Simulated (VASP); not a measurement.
Level of theory: r2SCAN meta-GGA, VASP's PBE PAW potentials (set 64) (plane waves; VASP). Each cell was relaxed at this level, without spin-orbit coupling.

Question: Which of these comes out without a gap?
A. Te2Au, C2/m (12)
B. SiC, P6_3mc (186)
C. KTaO3, Pm-3m (221)
D. MgH2, P4_2/mnm (136)

Answer: A, Te2Au, C2/m (12). The others have gaps of 2.40 eV (SiC, P6_3mc (186)), 2.58 eV (KTaO3, Pm-3m (221)), 4.39 eV (MgH2, P4_2/mnm (136)).
